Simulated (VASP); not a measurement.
Here is the system:

```
Mg2Si
1.0
    0.00000     3.17949     3.17949
    3.17949     0.00000     3.17949
    3.17949     3.17949     0.00000
Mg Si
2 1
Direct
  0.25000   0.25000   0.25000
  0.75000   0.75000   0.75000
  0.00000   0.00000   0.00000
```

Calculation: PW91 GGA, VASP's PBE PAW potentials (set 64) (plane waves; VASP). Numerical set-up: 520 eV cut-off, Gaussian smearing of 0.050 eV, potentials Mg Si.

**Question.** Predict the band gap (along the path) with the smallest direct gap where there is one.

**Answer.** 
The band gap (along the path) is 0.24 eV. The smallest direct gap (along the path) is 1.86 eV.

The absolute energy has meaning only against runs of the same code, potentials and settings.

The compound is Mg2Si in the antifluorite structure. It was relaxed first.
